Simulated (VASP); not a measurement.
These are PBEsol GGA, VASP's PBE PAW potentials (set 64) (plane waves; VASP) values and carry that method's errors.

VASP input:

KPOINTS:
```
Automatic mesh
0
Gamma
7 7 7
0 0 0
```

### INCAR
```
ALGO = Normal
EDIFF = 1E-6
EDIFFG = -0.01
ENCUT = 400
GGA = PS
IBRION = 2
ISIF = 3
ISMEAR = 0
LASPH = .TRUE.
LCHARG = .FALSE.
LREAL = .FALSE.
LWAVE = .FALSE.
NELM = 100
NSW = 60
PREC = Accurate
SIGMA = 0.05
SYSTEM = KCl
```

### POSCAR
```
KCl
1
    0.0000000000     3.1450000000     3.1450000000
    3.1450000000     0.0000000000     3.1450000000
    3.1450000000     3.1450000000     0.0000000000
K Cl
1 1
Direct
  0.0000000000   0.0000000000   0.0000000000
  0.5000000000   0.5000000000   0.5000000000
```

POTCAR, in this order: K_sv Cl (PBE.64 set). Program: vasp_std.

Output of the run:

OSZICAR:
```
       N       E                     dE             d eps       ncg     rms          rms(c)
DAV:   1     0.934915344978E+02    0.93492E+02   -0.63414E+03   480   0.976E+02
DAV:   2    -0.160743891271E+01   -0.95099E+02   -0.90246E+02   660   0.252E+02
DAV:   3    -0.711445140420E+01   -0.55070E+01   -0.54854E+01   612   0.567E+01
DAV:   4    -0.727104924627E+01   -0.15660E+00   -0.15639E+00   812   0.938E+00
DAV:   5    -0.727212363259E+01   -0.10744E-02   -0.10744E-02   620   0.820E-01    0.322E+00
DAV:   6    -0.702525483210E+01    0.24687E+00   -0.46984E-01   584   0.393E+00    0.265E+00
DAV:   7    -0.701138381988E+01    0.13871E-01   -0.10814E-01   608   0.206E+00    0.153E+00
DAV:   8    -0.702165583059E+01   -0.10272E-01   -0.17862E-02   672   0.114E+00    0.179E-01
DAV:   9    -0.702233968200E+01   -0.68385E-03   -0.11275E-03   636   0.228E-01    0.935E-02
DAV:  10    -0.702291171813E+01   -0.57204E-03   -0.50727E-04   568   0.179E-01    0.153E-02
DAV:  11    -0.702293172319E+01   -0.20005E-04   -0.22132E-05   628   0.371E-02    0.900E-03
DAV:  12    -0.702293537689E+01   -0.36537E-05   -0.82129E-06   608   0.201E-02    0.399E-03
DAV:  13    -0.702293539791E+01   -0.21028E-07   -0.11328E-06   508   0.892E-03
   1 F= -.70229354E+01 E0= -.70229354E+01  d E =-.702294E+01
       N       E                     dE             d eps       ncg     rms          rms(c)
DAV:   1    -0.703320559725E+01   -0.10270E-01   -0.20722E-01   576   0.458E+00    0.631E-01
DAV:   2    -0.702543091874E+01    0.77747E-02   -0.19017E-02   596   0.127E+00    0.231E-01
DAV:   3    -0.702379312946E+01    0.16378E-02   -0.50388E-03   832   0.608E-01    0.176E-01
DAV:   4    -0.702382822424E+01   -0.35095E-04   -0.21685E-04   912   0.869E-02    0.887E-02
DAV:   5    -0.702386655336E+01   -0.38329E-04   -0.14703E-04   836   0.636E-02    0.131E-02
DAV:   6    -0.702386457894E+01    0.19744E-05   -0.53821E-06   752   0.232E-02    0.633E-03
DAV:   7    -0.702386677945E+01   -0.22005E-05   -0.15702E-06   564   0.937E-03    0.485E-03
DAV:   8    -0.702386607441E+01    0.70504E-06   -0.23247E-07   352   0.534E-03
   2 F= -.70238661E+01 E0= -.70238661E+01  d E =-.930676E-03
       N       E                     dE             d eps       ncg     rms          rms(c)
DAV:   1    -0.703318121333E+01   -0.93144E-02   -0.19939E-01   576   0.450E+00    0.619E-01
DAV:   2    -0.702570812125E+01    0.74731E-02   -0.18232E-02   584   0.124E+00    0.227E-01
DAV:   3    -0.702412762017E+01    0.15805E-02   -0.48768E-03   812   0.599E-01    0.173E-01
DAV:   4    -0.702416243218E+01   -0.34812E-04   -0.20527E-04   920   0.846E-02    0.872E-02
DAV:   5    -0.702419955717E+01   -0.37125E-04   -0.14210E-04   824   0.627E-02    0.129E-02
DAV:   6    -0.702419761544E+01    0.19417E-05   -0.51556E-06   736   0.228E-02    0.625E-03
DAV:   7    -0.702419978789E+01   -0.21725E-05   -0.15707E-06   568   0.935E-03    0.484E-03
DAV:   8    -0.702419907718E+01    0.71070E-06   -0.23016E-07   324   0.531E-03
   3 F= -.70241991E+01 E0= -.70241991E+01  d E =-.126368E-02
```

**OUTCAR**
```
------------------------ aborting loop because EDIFF is reached ----------------------------------------
  FORCE on cell =-STRESS in cart. coord.  units (eV):
  Direction    XX          YY          ZZ          XY          YZ          ZX
  --------------------------------------------------------------------------------------
  Total       -0.0050583     -0.0050583     -0.0050583      0.0000000      0.0000000      0.0000000
  in kB       -0.1327046     -0.1327046     -0.1327046      0.0000000      0.0000000      0.0000000
  external PRESSURE =      -0.1327046 kB  Pullay stress =       0.0000000 kB
  volume of cell :       61.07
      direct lattice vectors                 reciprocal lattice vectors
     0.000000000  3.125600166  3.125600166    -0.159969277  0.159969277  0.159969277
     3.125600166  0.000000000  3.125600166     0.159969277 -0.159969277  0.159969277
     3.125600166  3.125600166 -0.000000000     0.159969277  0.159969277 -0.159969277
  FREE ENERGIE OF THE ION-ELECTRON SYSTEM (eV)
  ---------------------------------------------------
  free  energy   TOTEN  =        -7.0241990772 eV

  energy  without entropy=       -7.0241990772  energy(sigma->0) =       -7.02419908

 reached required accuracy - stopping structural energy minimisation
```
(Selected blocks of OUTCAR.)

**CONTCAR**
```
KCl
   1.00000000000000
     0.0000000000000000    3.1256001659286703    3.1256001659286703
     3.1256001659286703    0.0000000000000000    3.1256001659286703
     3.1256001659286703    3.1256001659286703   -0.0000000000000000
  K               Cl
     1     1
Direct
     0.0000000000000000    0.0000000000000000    0.0000000000000000
     0.5000000000000000    0.5000000000000000    0.5000000000000000
```

The compound is KCl in the rock salt structure. This run relaxes it. Symmetry was kept, so distortions that lower it aren't found.
